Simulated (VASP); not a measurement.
An input for Ansatz (written as the equivalent of a VASP run, and not itself run):

Ansatz 0.2 input:
```yaml
crystal:
  lattice:
    - [3.9534128, 0.0004026, -0.0002957]
    - [1.9754570, 3.4249681, -0.0005459]
    - [0.0156188, 0.0270401, 9.7999099]
  atoms:
    - { symbol: In, position: [0.3331710, 0.3342531, 0.8117177] }
    - { symbol: In, position: [0.6668290, 0.6657469, 0.1882823] }
    - { symbol: Se, position: [0.0000000, 0.0000000, 0.0000000] }
    - { symbol: Se, position: [0.3334493, 0.3312251, 0.3244340] }
    - { symbol: Se, position: [0.6665507, 0.6687749, 0.6755660] }
kpoints:
  mp_grid: { grid: [6, 6, 2] }
hamiltonian:
  xc: r2scan
  pseudopotentials: { kind: paw }
scf:
  occupations: { method: gaussian, width: 0.05 }
  max_iter: 100
relax:
  max_steps: 60
  f_tol: 0.02
  cell: {}
output: { forces: true, stress: true, eigenvalues: true }
```

**Question.** Write the VASP files for the same calculation (r2SCAN).

**Answer.** This is not unique; one that fits is 
**POSCAR**
```
In2Se3
1
    3.9534127571     0.0004025742    -0.0002956927
    1.9754570415     3.4249680948    -0.0005459227
    0.0156188327     0.0270400882     9.7999099500
In Se
2 3
Direct
  0.3331709547   0.3342530783   0.8117177426
  0.6668290453   0.6657469217   0.1882822574
  0.0000000000   0.0000000000   0.0000000000
  0.3334493283   0.3312250734   0.3244340069
  0.6665506717   0.6687749266   0.6755659931
```

INCAR:
```
! general
SYSTEM  = In2Se3
PREC    = Accurate
ENCUT   = 400
LREAL   = .FALSE.
LASPH   = .TRUE.

! electronic loop
EDIFF   = 1E-6
NELM    = 100
ALGO    = Normal
LMAXMIX = 4
LMIXTAU = .TRUE.

! smearing
ISMEAR  = 0
SIGMA   = 0.05

! functional
METAGGA = R2SCAN

! ions
IBRION  = 2
NSW     = 60
ISIF    = 3
EDIFFG  = -0.02

! output
LWAVE   = .FALSE.
LCHARG  = .FALSE.
```

**KPOINTS**
```
Automatic
0
gamma
  6 6 2
0 0 0
```

POTCAR, in this order: In_d Se (PBE.64 set). Program: vasp_std.

The two are equivalent in intent, not identical: each code has its own PAW files, so the cut-off isn't converted (ENCUT is set for VASP's; basis.ecutwfc is left out, and Ansatz then takes the one that its files recommend); Ansatz stops its SCF on the density residual and VASP on the energy change (EDIFF).

The structure comes from a computed database's In2Se3 entry; how it stands against other phases isn't given here. This run relaxes it. Symmetry was kept, so distortions that lower it aren't found. The start is the result of an earlier pass.
